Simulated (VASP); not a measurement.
Given:

```yaml
crystal:
  lattice:
    - [3.54380, 0.00000, 0.00000]
    - [0.00000, 3.54380, 0.00000]
    - [0.00000, 0.00000, 3.54380]
  atoms:
    - { symbol: Fe, position: [0.00000, 0.00000, 0.00000], spin: 2.9 }
    - { symbol: Ni, position: [0.00000, 0.50000, 0.50000], spin: 0.6 }
    - { symbol: Ni, position: [0.50000, 0.00000, 0.50000], spin: 0.6 }
    - { symbol: Ni, position: [0.50000, 0.50000, 0.00000], spin: 0.6 }
```

All values below come from PBE GGA, VASP's PBE PAW potentials (set 64) (plane waves; VASP). Numerical set-up: 520 eV cut-off, 9×9×9 Γ-centred mesh, first-order Methfessel-Paxton smearing of 0.10 eV, potentials Fe Ni.

Question: The job: Ni$_{3}$Fe (L1_2), 4 atoms, PBE, static run, 520 eV, 9×9×9 Γ-centred mesh. Roughly how much core time does it take on a busy server core?

Answer: About 50 core-seconds (one run on a shared machine, a rough figure). It had 35 irreducible k-points, 25 bands, up to 1217 plane waves and 19 electronic steps.

The compound is Ni3Fe in the L1_2 structure. It was relaxed first. The spin order is the one that the start imposed; others were not tried in this run.
